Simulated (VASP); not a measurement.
Input:

```xyz
2
Lattice="1.7876 -3.0963 0.0000 1.7876 3.0963 0.0000 0.0000 0.0000 5.5819" Properties=species:S:1:pos:R:3 pbc="T T T"
Tb     1.7876     1.0321     1.3955
Tb     1.7876    -1.0321     4.1864
```

All values below come from AM05 GGA, VASP's PBE PAW potentials (set 64) (plane waves; VASP 6.6.1). Settings: 520 eV cut-off, 13×13×8 Γ-centred mesh, tetrahedra with Blöchl corrections, potentials Tb_3.

The 4f electrons are frozen in the core of the lanthanide potential, so 4f levels, which can set the real gap, and their magnetism are missing.

Q: What does the run give for the energy per atom (σ→0), band gap (on the k-mesh) with the smallest direct gap where there is one?

A: 
```json
{
  "band gap (on the k-mesh)": "none (metal, semimetal or under 0.01 eV)",
  "energy per atom (σ→0)": "-4.765 eV/atom"
}
```

Total energies compare only between runs with the same potentials, cut-off and functional.

The compound is Tb in the hcp structure. It was relaxed first.
